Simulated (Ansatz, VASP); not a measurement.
# TaN in two plane-wave programs

Aim: how closely do two programs agree when they are given the same cell, functional and k mesh? The cell is taken from a series of runs on this material, whose earlier steps may have relaxed, scaled, displaced or heated it; both programs get it as it stands.

Method: plane waves, with VASP 6.6.1 beside it; zone-centre phonons at PBEsol, in Ansatz 0.2.0.

## Step 1: The structure

The structure is hexagonal, space group P-62m (No. 189). Conventional cell: a = 5.226 Å, b = 5.226 Å, c = 2.780 Å, α = 90.00°, β = 90.00°, γ = 120.00°. Nearest to N lie 5 Ta at 2.05 to 2.13 Å. Ta has 6 N at 2.13 Å nearest. Nearest to Ta lie 3 N at 2.05 Å. Farther neighbours and most contacts between anions are not listed.

## Step 2: VASP: zone-centre phonons, PBEsol

Second derivatives magnify differences that forces hide, and they need a tight electronic threshold.

Lines of VASP's logs that name or quote its potential files are left out, and so is its time.

Contents of INCAR:

```
SYSTEM = TaN
PREC = Accurate
ENCUT = 600
EDIFF = 1E-08
NELM = 120
ISMEAR = 1
SIGMA = 0.2
LREAL = .FALSE.
ALGO = Normal
GGA = PS
NBANDS = 30
LASPH = .TRUE.
LORBIT = 11
LWAVE = .FALSE.
LCHARG = .FALSE.
ISIF = 2
IBRION = 8
GGA_COMPAT = .FALSE.
KPAR = 2
```

Contents of POSCAR:

```
TaN
1.0
    5.2263481002      0.0000000000      0.0000000000
   -2.6131740501      4.5261502238      0.0000000000
    0.0000000000      0.0000000000      2.7801805423
N Ta
3 3
Direct
    0.3914415256      0.9999999627      0.0000000000
    0.6085585145      0.6085585145      0.0000000000
    0.9999999627      0.3914415256      0.0000000000
    0.3333333242      0.6666666225      0.5000000000
    0.6666666225      0.3333333242      0.5000000000
    0.0000000505      0.0000000505      0.0000000000
```

Contents of KPOINTS:

```
Automatic mesh
0
Gamma
9 9 12
0 0 0
```

Potentials, in the order of the species: N and Ta_pv (PBE family, release 64).

Started as:

```bash
$ mpirun -np 2 vasp_std
```

Numbers of over 12 decimals in the logs are rounded to 6 here.

The program printed:

```text
[banner, memory and clock lines left out]
running    2 mpi-ranks, on    1 nodes
 distrk:  each k-point on    1 cores,    2 groups
 distr:  one band on    1 cores,    1 groups

 POSCAR found type information on POSCAR N Ta
 POSCAR found :  2 types and       6 ions
|                                                                             |
|               ----> ADVICE to this user running VASP <----                  |
|                                                                             |
|     You enforced a specific xc type in the INCAR file but a different       |
|     [... a line on the potential file left out ...]
|     I HOPE YOU KNOW WHAT YOU ARE DOING!                                     |
|                                                                             |

 LDA part: xc-table for (Slater+PW92), standard interpolation
 POSCAR, INCAR and KPOINTS ok, starting setup
 FFT: planning ... GRIDC
 FFT: planning ... GRID_SOFT
 FFT: planning ... GRID
 WAVECAR not read
 entering main loop
       N       E                     dE             d eps       ncg     rms          rms(c)
DAV:   1     0.485976551515E+03    0.48598E+03   -0.28869E+04  5040   0.188E+03
DAV:   2    -0.459916202415E+02   -0.53197E+03   -0.51109E+03  5728   0.522E+02
DAV:   3    -0.794018727030E+02   -0.33410E+02   -0.32816E+02  6108   0.124E+02
DAV:   4    -0.801610984066E+02   -0.75923E+00   -0.75258E+00  6198   0.180E+01
DAV:   5    -0.801811102192E+02   -0.20012E-01   -0.19992E-01  6226   0.226E+00    0.470E+01
DAV:   6    -0.715097425100E+02    0.86714E+01   -0.49879E+01  6526   0.401E+01    0.206E+01
DAV:   7    -0.712966457223E+02    0.21310E+00   -0.20141E+00  6056   0.871E+00    0.111E+01
DAV:   8    -0.712291225622E+02    0.67523E-01   -0.28638E-01  6116   0.360E+00    0.828E-01
DAV:   9    -0.712185476207E+02    0.10575E-01   -0.34385E-02  6374   0.136E+00    0.375E-01
DAV:  10    -0.712181915889E+02    0.35603E-03   -0.13831E-02  6300   0.614E-01    0.173E-01
DAV:  11    -0.712178411638E+02    0.35043E-03   -0.38464E-03  6458   0.354E-01    0.438E-02
DAV:  12    -0.712178081891E+02    0.32975E-04   -0.22375E-04  6332   0.915E-02    0.139E-02
DAV:  13    -0.712178078707E+02    0.31843E-06   -0.15156E-05  7146   0.232E-02    0.486E-03
DAV:  14    -0.712178077223E+02    0.14841E-06   -0.13504E-06  6722   0.735E-03    0.178E-03
DAV:  15    -0.712178076528E+02    0.69445E-07   -0.13847E-07  6124   0.254E-03    0.335E-04
DAV:  16    -0.712178076455E+02    0.73596E-08   -0.45041E-09  4028   0.576E-04
   1 F= -.71217808E+02 E0= -.71218150E+02  d E =0.102561E-02
 Linear response reoptimize wavefunctions to high precision
DAV:   1    -0.712178076403E+02    0.52078E-08   -0.18532E-09  3956   0.286E-04
DAV:   2    -0.712178076403E+02   -0.38199E-10   -0.35114E-10  3936   0.168E-04
 Linear response DOF=           7
 Linear response progress:
  Degree of freedom:   1/  7
       N       E                     dE             d eps       ncg     rms          rms(c)
RMM:   1    -0.253587178965E+00   -0.25359E+00    0.12520E-01 22416   0.240E+00
RMM:   2    -0.245343104243E+00    0.82441E-02   -0.12385E-02 17740   0.471E-01    0.377E-01
RMM:   3    -0.246306704148E+00   -0.96360E-03   -0.38665E-03 17960   0.216E-01    0.224E-01
RMM:   4    -0.247431586120E+00   -0.11249E-02   -0.68837E-04 17606   0.114E-01    0.659E-02
RMM:   5    -0.247745019902E+00   -0.31343E-03   -0.11494E-04 19615   0.436E-02    0.254E-02
RMM:   6    -0.247741892715E+00    0.31272E-05   -0.14477E-05 19562   0.164E-02    0.505E-03
RMM:   7    -0.247713034505E+00    0.28858E-04   -0.27271E-06 18002   0.603E-03    0.107E-03
RMM:   8    -0.247709712197E+00    0.33223E-05   -0.38923E-07 20553   0.207E-03    0.508E-04
RMM:   9    -0.247711098402E+00   -0.13862E-05   -0.47985E-07 20272   0.688E-04    0.166E-04
RMM:  10    -0.247710592040E+00    0.50636E-06    0.40935E-08 20035   0.314E-04    0.685E-05
RMM:  11    -0.247710755281E+00   -0.16324E-06   -0.11442E-07 21156   0.176E-04    0.242E-05
RMM:  12    -0.247710793965E+00   -0.38684E-07    0.63432E-09 21467   0.126E-04    0.535E-06
RMM:  13    -0.247710808613E+00   -0.14649E-07   -0.39614E-08 22634   0.108E-04    0.232E-06
RMM:  14    -0.247710807513E+00    0.11001E-08   -0.14814E-08 22005   0.102E-04    0.125E-06
 first order change of Fermi-energy   0.20392E-01
 force on displaced ion       1 direction 1 : -20.248   0.000   0.000
 Linear response progress:
  Degree of freedom:   2/  7
       N       E                     dE             d eps       ncg     rms          rms(c)
RMM:   1    -0.252659094482E+00   -0.25266E+00    0.15723E-01 36801   0.246E+00
RMM:   2    -0.245084941142E+00    0.75742E-02   -0.14412E-02 28613   0.505E-01    0.439E-01
RMM:   3    -0.245926289046E+00   -0.84135E-03   -0.39514E-03 30684   0.244E-01    0.273E-01
[...]
RMM:   3    -0.229849793168E+00   -0.10568E-02   -0.26108E-03 28449   0.193E-01    0.126E-01
RMM:   4    -0.231249932854E+00   -0.14001E-02   -0.84291E-04 27657   0.123E-01    0.294E-02
RMM:   5    -0.231330376237E+00   -0.80443E-04   -0.10907E-04 31418   0.362E-02    0.780E-03
RMM:   6    -0.231287992315E+00    0.42384E-04   -0.83196E-06 31337   0.995E-03    0.183E-03
RMM:   7    -0.231280262126E+00    0.77302E-05   -0.11836E-06 30561   0.327E-03    0.919E-04
[...]
RMM:  23    -0.207420052421E+00   -0.77934E-08    0.29135E-07 42463   0.196E-04    0.625E-07
RMM:  24    -0.207420047231E+00    0.51899E-08    0.36326E-07 42851   0.196E-04    0.621E-07
 first order change of Fermi-energy  -0.32153E-03
 force on displaced ion       4 direction 1 : -29.196  -0.000   0.000
 Linear response progress:
  Degree of freedom:   5/  7
       N       E                     dE             d eps       ncg     rms          rms(c)
RMM:   1    -0.136207024798E+00   -0.13621E+00    0.10713E+01 10760   0.198E+01
RMM:   2    -0.162494608129E+00   -0.26288E-01   -0.38385E-02 16891   0.123E+00    0.141E-01
RMM:   3    -0.161716152047E+00    0.77846E-03   -0.68044E-03 18673   0.324E-01    0.748E-02
RMM:   4    -0.161037347077E+00    0.67880E-03   -0.97649E-04 21551   0.127E-01    0.269E-02
RMM:   5    -0.160826370196E+00    0.21098E-03   -0.88104E-05 21614   0.312E-02    0.731E-03
RMM:   6    -0.160768870156E+00    0.57500E-04   -0.31572E-05 20857   0.104E-02    0.130E-03
RMM:   7    -0.160768914022E+00   -0.43866E-07   -0.37906E-06 21188   0.441E-03    0.504E-04
RMM:   8    -0.160768784328E+00    0.12969E-06   -0.64846E-06 21195   0.204E-03    0.222E-04
RMM:   9    -0.160769915532E+00   -0.11312E-05   -0.34724E-06 22037   0.114E-03    0.648E-05
RMM:  10    -0.160770291613E+00   -0.37608E-06   -0.16933E-06 20740   0.713E-04    0.339E-05
RMM:  11    -0.160770575513E+00   -0.28390E-06   -0.12174E-06 21565   0.500E-04    0.217E-05
RMM:  12    -0.160770679200E+00   -0.10369E-06   -0.60127E-07 23115   0.363E-04    0.692E-06
RMM:  13    -0.160770716981E+00   -0.37781E-07   -0.77926E-07 23790   0.290E-04    0.532E-06
RMM:  14    -0.160770708977E+00    0.80043E-08   -0.10295E-07 22516   0.252E-04    0.278E-06
RMM:  15    -0.160770809298E+00   -0.10032E-06   -0.60936E-07 23170   0.226E-04    0.199E-06
RMM:  16    -0.160770689178E+00    0.12012E-06    0.50217E-08 22796   0.208E-04    0.570E-06
RMM:  17    -0.160770752448E+00   -0.63270E-07   -0.35645E-07 23661   0.194E-04    0.403E-06
RMM:  18    -0.160770716334E+00    0.36114E-07   -0.41333E-08 23376   0.185E-04    0.505E-06
RMM:  19    -0.160770760488E+00   -0.44154E-07   -0.22894E-07 24178   0.182E-04    0.269E-06
RMM:  20    -0.160770746462E+00    0.14026E-07   -0.65045E-08 24717   0.177E-04    0.274E-06
RMM:  21    -0.160770759371E+00   -0.12909E-07   -0.16049E-07 24235   0.174E-04    0.249E-06
RMM:  22    -0.160770759752E+00   -0.38063E-09   -0.75099E-08 25197   0.173E-04    0.172E-06
 first order change of Fermi-energy   0.21936E-03
 force on displaced ion       4 direction 3 :  -0.000  -0.000 -25.805
 Linear response progress:
  Degree of freedom:   6/  7
       N       E                     dE             d eps       ncg     rms          rms(c)
RMM:   1    -0.181366687036E+00   -0.18137E+00    0.10714E+01 10838   0.185E+01
RMM:   2    -0.213396560111E+00   -0.32030E-01   -0.51358E-02 16684   0.125E+00    0.280E-01
RMM:   3    -0.213120288380E+00    0.27627E-03   -0.88443E-03 18832   0.296E-01    0.166E-01
RMM:   4    -0.212682523356E+00    0.43777E-03   -0.91769E-04 19672   0.127E-01    0.592E-02
RMM:   5    -0.212555453011E+00    0.12707E-03   -0.21793E-04 20697   0.427E-02    0.231E-02
RMM:   6    -0.212495817164E+00    0.59636E-04   -0.10906E-04 20784   0.184E-02    0.442E-03
RMM:   7    -0.212486937495E+00    0.88797E-05   -0.42977E-05 20565   0.994E-03    0.198E-03
RMM:   8    -0.212486389852E+00    0.54764E-06   -0.22306E-05 20051   0.532E-03    0.674E-04
RMM:   9    -0.212488273461E+00   -0.18836E-05   -0.14180E-05 20459   0.232E-03    0.457E-04
RMM:  10    -0.212489058212E+00   -0.78475E-06   -0.90047E-06 21352   0.146E-03    0.180E-04
RMM:  11    -0.212489725868E+00   -0.66766E-06   -0.53192E-06 21568   0.851E-04    0.182E-04
RMM:  12    -0.212489839373E+00   -0.11351E-06   -0.36974E-06 20520   0.703E-04    0.330E-05
RMM:  13    -0.212489889720E+00   -0.50347E-07   -0.23211E-06 21252   0.414E-04    0.247E-05
RMM:  14    -0.212490116454E+00   -0.22673E-06   -0.16500E-06 22132   0.324E-04    0.264E-05
RMM:  15    -0.212490079465E+00    0.36989E-07   -0.94262E-07 22100   0.272E-04    0.869E-06
RMM:  16    -0.212490196776E+00   -0.11731E-06   -0.68642E-07 22629   0.231E-04    0.501E-06
RMM:  17    -0.212490165581E+00    0.31196E-07   -0.31759E-07 23928   0.200E-04    0.221E-06
RMM:  18    -0.212490182160E+00   -0.16580E-07   -0.24855E-07 24915   0.185E-04    0.180E-06
RMM:  19    -0.212490182777E+00   -0.61636E-09   -0.88070E-08 24936   0.175E-04    0.185E-06
 first order change of Fermi-energy  -0.27341E-03
 force on displaced ion       6 direction 1 : -27.222   0.000   0.000
 Linear response progress:
  Degree of freedom:   7/  7
       N       E                     dE             d eps       ncg     rms          rms(c)
RMM:   1    -0.119489841324E+00   -0.11949E+00    0.13488E+01  8103   0.167E+01
RMM:   2    -0.145500635978E+00   -0.26011E-01   -0.32314E-02 11020   0.974E-01    0.153E-01
RMM:   3    -0.143927951109E+00    0.15727E-02   -0.45815E-03 12433   0.256E-01    0.744E-02
RMM:   4    -0.142852186982E+00    0.10758E-02   -0.84715E-04 13569   0.118E-01    0.346E-02
RMM:   5    -0.142424449534E+00    0.42774E-03   -0.10474E-04 14527   0.340E-02    0.229E-03
RMM:   6    -0.142449044025E+00   -0.24594E-04   -0.41328E-05 13875   0.936E-03    0.151E-03
RMM:   7    -0.142454604138E+00   -0.55601E-05   -0.20949E-05 14622   0.341E-03    0.501E-04
RMM:   8    -0.142458818287E+00   -0.42141E-05   -0.11022E-05 15030   0.140E-03    0.895E-05
RMM:   9    -0.142459336161E+00   -0.51787E-06   -0.66514E-06 14920   0.738E-04    0.625E-05
RMM:  10    -0.142459853367E+00   -0.51721E-06   -0.35636E-06 14446   0.483E-04    0.256E-05
RMM:  11    -0.142460027177E+00   -0.17381E-06   -0.22292E-06 15719   0.331E-04    0.137E-05
RMM:  12    -0.142460175546E+00   -0.14837E-06   -0.12676E-06 14904   0.255E-04    0.347E-06
RMM:  13    -0.142460181413E+00   -0.58673E-08   -0.79907E-07 16109   0.206E-04    0.388E-06
RMM:  14    -0.142460248399E+00   -0.66986E-07   -0.48529E-07 15506   0.180E-04    0.140E-06
RMM:  15    -0.142460234770E+00    0.13629E-07   -0.31025E-07 15606   0.161E-04    0.157E-06
RMM:  16    -0.142460246387E+00   -0.11617E-07   -0.18786E-07 15417   0.151E-04    0.115E-06
RMM:  17    -0.142460242744E+00    0.36424E-08   -0.10784E-07 14655   0.144E-04    0.210E-06
RMM:  18    -0.142460244959E+00   -0.22151E-08   -0.61396E-08 14519   0.140E-04    0.219E-06
 first order change of Fermi-energy   0.44965E-03
 force on displaced ion       6 direction 3 :   0.000  -0.000 -11.797
 Linear response finished
```

(Part 1 of 2 ends here.)

[Lines on the potential files, build, host, timing and source positions are cut from VASP's logs without a mark.]

[Logs are printed without paths, hosts, clocks, repeated set-up lines and the standing remarks that a program may print on its own settings, such as how far it seeks lower states.]

[Hosts, paths, dates, database ids (printed as entryN), source tags and the programs' standing remarks are cut or masked in the printed files.]
